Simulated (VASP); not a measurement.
Here is the system:

```xyz
2
Lattice="3.0498 0.0000 0.0000 0.0000 3.0498 0.0000 0.0000 0.0000 3.0498" Properties=species:S:1:pos:R:3 pbc="T T T"
Al     1.5249     1.5249     1.5249
Ru     0.0000     0.0000     0.0000
```

All values below come from PBE GGA, VASP's PBE PAW potentials (set 64) (plane waves; VASP 6.6.1). Numerical set-up: 400 eV cut-off, 11×11×11 Γ-centred mesh, first-order Methfessel-Paxton smearing of 0.10 eV, potentials Al Ru_pv.

Q: Give the stress tensor in GPa (positive for a compressed cell).

A: 
```
-8.87   0.00   0.00
 0.00  -8.87   0.00
 0.00   0.00  -8.87
```
The pressure is its mean diagonal, -8.87 GPa.

The compound is RuAl in the CsCl type structure. The cell was not relaxed at this level. The electron count is odd and the run is not spin-polarised, which forces a metal.
